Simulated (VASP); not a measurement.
All values below come from optB86b-vdW, VASP's PBE PAW potentials (set 64) (plane waves; VASP).

Input for VASP

### POSCAR
```
Pt3Ti
3.9656550
  0.9999998761   0.0000000000   0.0000000000
  0.0000000000   0.9999998761   0.0000000000
  0.0000000000   0.0000000000   0.9999998761
Ti Pt
1 3
Cart
  0.0000000000   0.0000000000   0.0000000000
  0.0000000000   0.4999999381   0.4999999381
  0.4999999381   0.0000000000   0.4999999381
  0.4999999381   0.4999999381   0.0000000000
```

### INCAR
```
AGGAC  =  0.0
ALGO  =  Normal
EDIFF  =  1E-7
ENCUT  =  520
GGA  =  MK
ISIF  =  2
ISMEAR  =  1
LASPH  =  .TRUE.
LCHARG  =  .FALSE.
LMAXMIX  =  6
LREAL  =  .FALSE.
LUSE_VDW  =  .TRUE.
LWAVE  =  .FALSE.
NELM  =  100
PARAM1  =  0.1234
PARAM2  =  1.0
PREC  =  Accurate
SIGMA  =  0.1
SYSTEM  =  Pt3Ti
```

**KPOINTS**
```
Automatic mesh
0
gamma
8 8 8
0 0 0
```

POTCAR, in this order: Ti_sv Pt (PBE.64 set). Program: vasp_std.

What will the output report for the number of irreducible k-points (NKPTS), largest plane-wave count, number of space-group operations, FFT grid (NGX, NGY, NGZ)?

| Quantity | Result |
|---|---|
| number of irreducible k-points (NKPTS) | 35 |
| largest plane-wave count | 1743 |
| number of space-group operations | 48 |
| FFT grid (NGX, NGY, NGZ) | 30 × 30 × 30 |

The compound is Pt3Ti in the L1_2 structure. This cell is one point of a volume scan, at 1.03 of the reference volume.
